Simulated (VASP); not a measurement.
Data:

```
TiSi
1.0
    2.86809     0.00000     0.00000
   -1.43404     2.48383     0.00000
    0.00000     0.00000     8.32122
Ti Si
2 2
Cartesian
  0.00000   0.00000   0.00000
  0.00000   0.00000   4.16061
  0.00000   1.65589   2.08030
  1.43404   0.82794   6.24091
```

The numbers are results of r2SCAN meta-GGA, VASP's PBE PAW potentials (set 64) (plane waves; VASP), not measurements. Run with 400 eV cut-off, 14×14×4 Γ-centred mesh, tetrahedra with Blöchl corrections, potentials Ti_sv Si.

The cores are frozen, which limits the accuracy of field gradients.

**Question.** Give the principal components of the electric field gradient (V/Å²) and the asymmetry η at each nucleus.

**Answer.** 
```
atom    Vxx    Vyy    Vzz     η
----  -----  -----  -----  ----
Ti1   -14.6  -14.6   29.2  0.00
Ti2   -14.6  -14.6   29.2  0.00
Si3    41.2   41.2  -82.5  0.00
Si4    41.2   41.2  -82.5  0.00
```

The structure was generated: TiSi was put into the NiAs type type (P6_3/mmc), which need not be its known phase. It was relaxed first, which changed the volume by -39 %.
